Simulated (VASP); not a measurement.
# A VASP study of In2Pt3 (PBEsol): structure first, properties next, part 7 of 7

What structure does In2Pt3 take at this level, and what are its properties? The start is a computed cell from the Materials Project.

VASP 6.6.1; PBEsol; plane waves and PAW (In_d, Pt).

Still holding for the runs below: The k-mesh is coarse for a metal.

So far. Step 11 (Volume scan with PBEsol, volume scale 1.02): The run ends at a pressure of -3.23 GPa, with forces up to 0.11 eV/Å.

**12. Volume scan with PBEsol, volume scale 1.04**

INCAR

```
SYSTEM = In2Pt3
PREC = Accurate
ENCUT = 400
EDIFF = 1E-06
NELM = 100
ISMEAR = 1
SIGMA = 0.2
LREAL = .FALSE.
ALGO = Normal
GGA = PS
NBANDS = 138
LASPH = .TRUE.
LORBIT = 11
LWAVE = .FALSE.
LCHARG = .FALSE.
KPAR = 4
NCORE = 2
ISIF = 2
```

POSCAR

```
In2Pt3
1.0
    5.6464491471      0.0000000000      0.0000000000
   -2.8232245735      4.8899684025      0.0000000000
    0.0000000000      0.0000000000     13.9559883589
In Pt
8 12
Direct
    0.0000000000      0.0000000000      0.2500000000
    0.0000000000      0.0000000000      0.7500000000
    0.3333333300      0.6666666700      0.2500000000
    0.6666666700      0.3333333300      0.7500000000
    0.3333333300      0.6666666700      0.9160549550
    0.3333333300      0.6666666700      0.5839450450
    0.6666666700      0.3333333300      0.0839450450
    0.6666666700      0.3333333300      0.4160549550
    0.1657347159      0.3314694418      0.0895791287
    0.6685305582      0.8342652841      0.0895791287
    0.1657347159      0.8342652841      0.0895791287
    0.6685305582      0.8342652841      0.4104208713
    0.1657347159      0.3314694418      0.4104208713
    0.1657347159      0.8342652841      0.4104208713
    0.8342652841      0.6685305582      0.9104208713
    0.3314694418      0.1657347159      0.9104208713
    0.8342652841      0.1657347159      0.9104208713
    0.3314694418      0.1657347159      0.5895791287
    0.8342652841      0.6685305582      0.5895791287
    0.8342652841      0.1657347159      0.5895791287
```

KPOINTS

```
Automatic mesh
0
Gamma
4 4 2
0 0 0
```

The projector-augmented-wave data sets are In_d and Pt (PBE family, release 64).

Launch:

```bash
> mpirun -np 8 vasp_std
```

Log:

```text
[... set-up lines as in an earlier step ...]
 entering main loop
       N       E                     dE             d eps       ncg     rms          rms(c)
DAV:   1     0.262326155189E+04    0.26233E+04   -0.80247E+04  2216   0.176E+03
DAV:   2     0.375909591394E+03   -0.22474E+04   -0.21516E+04  2272   0.518E+02
DAV:   3    -0.745008487531E+02   -0.45041E+03   -0.40278E+03  2258   0.216E+02
DAV:   4    -0.120557300723E+03   -0.46056E+02   -0.43355E+02  2904   0.696E+01
[...]
DAV:  13    -0.116947469341E+03   -0.28095E-05   -0.24191E-05  3024   0.189E-02    0.123E-02
DAV:  14    -0.116947472715E+03   -0.33742E-05   -0.52136E-06  1960   0.733E-03    0.549E-03
DAV:  15    -0.116947472847E+03   -0.13232E-06   -0.47572E-07  1552   0.492E-03
   1 F= -.11694747E+03 E0= -.11695017E+03  d E =0.810216E-02
```

Run time: 45 s. Hardware: 8 MPI ranks of AMD EPYC 9R45, shared host; peak memory 2.5 GiB; 5.3 min of CPU time.

Parts of OUTCAR (step 12):

```text
  Total      -15.2107324    -15.2107324    -13.4443428     -0.0000000     -0.0000000      0.0000000
  in kB      -63.2438991    -63.2438991    -55.8995210     -0.0000000     -0.0000000      0.0000000
  external PRESSURE =     -60.7957730 kB  Pullay stress =       0.0000000 kB

 POSITION                                       TOTAL-FORCE (eV/Angst)
 -----------------------------------------------------------------------------------
      0.00000      0.00000      3.48900        -0.000000     -0.000000     -0.000000
      0.00000      0.00000     10.46699        -0.000000     -0.000000     -0.000000
     -0.00000      3.25998      3.48900        -0.000000     -0.000000     -0.000000
      2.82322      1.62999     10.46699        -0.000000      0.000000     -0.000000
     -0.00000      3.25998     12.78445        -0.000000     -0.000000      0.217437
     -0.00000      3.25998      8.14953        -0.000000     -0.000000     -0.217437
      2.82322      1.62999      1.17154        -0.000000      0.000000     -0.217437
      2.82322      1.62999      5.80646        -0.000000      0.000000      0.217437
     -0.00000      1.62088      1.25017        -0.000000     -0.021892      0.019394
      1.41951      4.07953      1.25017         0.018959      0.010946      0.019394
     -1.41951      4.07953      1.25017        -0.018959      0.010946      0.019394
      1.41951      4.07953      5.72783         0.018959      0.010946     -0.019394
     -0.00000      1.62088      5.72783        -0.000000     -0.021892     -0.019394
     -1.41951      4.07953      5.72783        -0.018959      0.010946     -0.019394
[...]
-----------------------------------------------------------------------------------
    total drift:                               -0.000000     -0.000000      0.000000

  FREE ENERGIE OF THE ION-ELECTRON SYSTEM (eV)
  ---------------------------------------------------
  free  energy   TOTEN  =      -116.9474728472 eV

  energy  without entropy=     -116.9555750027  energy(sigma->0) =     -116.95017357

[... 1 part as in an earlier step ...]

[... 2 further parts left out ...]
[key lines of the parts left out:]
E-fermi :   8.8277
```

The pressure falls from -3.23 to -6.08 GPa.

The run ends at a pressure of -6.08 GPa, with forces up to 0.22 eV/Å.

**13. Volume scan with PBEsol, volume scale 1.06**

A prediction first. A parabola through the 6 pressures of evenly scaled cells so far, P = -0.01 -173.1 t +480 t² GPa with t = ln(V/V₁) and V₁ the volume at scale 1, gives -8.47 GPa at t = +0.0583.

INCAR is that of step 12.

Changes to POSCAR since step 12:

```diff
@@ -2,5 +2,5 @@
 1.0
-    5.6464491471      0.0000000000      0.0000000000
-   -2.8232245735      4.8899684025      0.0000000000
-    0.0000000000      0.0000000000     13.9559883589
+    5.6824147610      0.0000000000      0.0000000000
+   -2.8412073805      4.9211155378      0.0000000000
+    0.0000000000      0.0000000000     14.0448824012
 In Pt
```

KPOINTS is that of step 12.

Launch:

```bash
> mpirun -np 8 vasp_std
```

Log:

```text
[... set-up lines as in an earlier step ...]
 entering main loop
       N       E                     dE             d eps       ncg     rms          rms(c)
DAV:   1     0.259954719940E+04    0.25995E+04   -0.80512E+04  2216   0.174E+03
DAV:   2     0.363401156282E+03   -0.22361E+04   -0.21393E+04  2272   0.512E+02
DAV:   3    -0.766350879421E+02   -0.44004E+03   -0.39395E+03  2288   0.213E+02
DAV:   4    -0.120347288963E+03   -0.43712E+02   -0.41142E+02  2928   0.672E+01
[...]
DAV:  13    -0.116612000342E+03   -0.37278E-05   -0.24624E-05  3008   0.196E-02    0.126E-02
DAV:  14    -0.116612004127E+03   -0.37854E-05   -0.52818E-06  1992   0.747E-03    0.531E-03
DAV:  15    -0.116612004271E+03   -0.14377E-06   -0.61824E-07  1584   0.625E-03
   1 F= -.11661200E+03 E0= -.11661470E+03  d E =0.809917E-02
```

Elapsed: 46 s, on 8 MPI ranks; peak memory 2.5 GiB; 5.3 min of CPU time.

From OUTCAR (step 13):

```text
  Total      -21.8815187    -21.8815187    -19.3662171     -0.0000000      0.0000000      0.0000000
  in kB      -89.2634041    -89.2634041    -79.0024900     -0.0000000      0.0000000      0.0000000
  external PRESSURE =     -85.8430994 kB  Pullay stress =       0.0000000 kB

 POSITION                                       TOTAL-FORCE (eV/Angst)
 -----------------------------------------------------------------------------------
      0.00000      0.00000      3.51122         0.000000      0.000000      0.000000
      0.00000      0.00000     10.53366         0.000000      0.000000      0.000000
     -0.00000      3.28074      3.51122         0.000000      0.000000      0.000000
      2.84121      1.64037     10.53366         0.000000      0.000000      0.000000
     -0.00000      3.28074     12.86588         0.000000      0.000000      0.311858
     -0.00000      3.28074      8.20144         0.000000      0.000000     -0.311858
      2.84121      1.64037      1.17900         0.000000      0.000000     -0.311858
      2.84121      1.64037      5.84344         0.000000      0.000000      0.311858
     -0.00000      1.63120      1.25813         0.000000     -0.030571      0.029784
      1.42855      4.10552      1.25813         0.026475      0.015285      0.029784
     -1.42855      4.10552      1.25813        -0.026475      0.015285      0.029784
      1.42855      4.10552      5.76431         0.026475      0.015285     -0.029784
     -0.00000      1.63120      5.76431         0.000000     -0.030571     -0.029784
     -1.42855      4.10552      5.76431        -0.026475      0.015285     -0.029784
[...]
-----------------------------------------------------------------------------------
    total drift:                               -0.000000     -0.000000      0.000000

  FREE ENERGIE OF THE ION-ELECTRON SYSTEM (eV)
  ---------------------------------------------------
  free  energy   TOTEN  =      -116.6120042710 eV

  energy  without entropy=     -116.6201034389  energy(sigma->0) =     -116.61470399

[... 1 part as in an earlier step ...]

[... 2 further parts left out ...]
[key lines of the parts left out:]
E-fermi :   8.5455
```

The pressure falls from -6.08 to -8.58 GPa. The parabola predicted -8.47 GPa, +0.11 GPa off.

**14. The series together**

Times are for 8 MPI ranks of AMD EPYC 9R45, shared host. The runs compared:

| no. | volume scale | energy above the lowest point (meV/atom) | pressure (GPa) | time | memory (GiB) |
| --- | --- | --- | --- | --- | --- |
| 1 | 0.94 | 41.72 | 12.55 | 37 s | 2.3 |
| 2 | 0.96 | 17.96 | 7.831 | 37 s | 2.2 |
| 3 | 0.98 | 4.46 | 3.667 | 40 s | 2.2 |
| 4 | 1 | 0 | -0.001594 | 40 s | 2.3 |
| 5 | 1.02 | 3.53 | -3.235 | 44 s | 2.5 |
| 6 | 1.04 | 14.09 | -6.080 | 45 s | 2.5 |
| 7 | 1.06 | 30.86 | -8.584 | 46 s | 2.5 |

**15. Fit for PBEsol**

This step: Birch-Murnaghan fit, PBEsol; plane waves and PAW (VASP 6.6.1).

No new run; the numbers come from the runs before.

This step gave:

```yaml
pressure_derivative_of_the_bulk_modulus: 5.273
r_m_s_error_of_the_fit: 2.32e-6 eV/atom
minimum_inside_the_sampled_range: yes
bulk_modulus: 171.6 GPa
equilibrium_volume_of_the_fit: 18.54 Å³/atom
```

The energy above the fitted minimum by volume:

| volume (Å³/atom) | energy above the fitted minimum (eV/atom) |
| --- | --- |
| 17.414 | 0.0417 |
| 17.785 | 0.0180 |
| 18.155 | 0.00446 |
| 18.526 | 3.5e-6 |
| 18.896 | 0.00353 |
| 19.267 | 0.0141 |
| 19.637 | 0.0309 |

The fitted volume lies +0.08 % from the relaxed one. The atoms bear forces along the scan, since they were held; freeing them would lower the modulus.

**16. Outcome**

| Property | Result |
| --- | --- |
| relaxed volume | 18.53 Å³/atom |
| relaxed conventional cell a, b, c | 5.573, 5.573, 13.775 Å; angles 90.0, 90.0, 120.0° |
| space group after relaxing, within 0.02 Å | P6_3/mmc (No. 194) |
| band gap | none, a metal |
| DOS at the Fermi level | 0.606 states/eV/cell |
| bulk modulus from the fit | 172 GPa |
| volume from the fit | 18.5 Å³/atom |

**Reading.** With PBEsol, In2Pt3 relaxes to 18.53 Å³/atom in space group P6_3/mmc (held by the symmetry of the run), comes out as a metal and has a bulk modulus of 172 GPa at fixed shape and positions, an upper bound. Band structure (PBEsol): Of the bands kept, 4 cross the Fermi level on this path. Spin-orbit coupling is left out, and with elements this heavy it would split and shift bands near the Fermi level. The k-sampling is coarse for a metal, so the Fermi level, pressures and the shape of the cell carry errors. No search among competing phases was made, and a listed structure need not be the one stable at ambient conditions. All values are for a static lattice at zero temperature.

[Lines on the potential files, build, host, timing and source positions are cut from VASP's logs without a mark.]

[Logs are printed without paths, hosts, clocks, repeated set-up lines and the standing remarks that a program may print on its own settings, such as how far it seeks lower states.]

[Hosts, paths, dates, database ids (printed as entryN), source tags and the programs' standing remarks are cut or masked in the printed files.]

[A measured line is paired with the nearest computed mode of its activity, which favours agreement.]
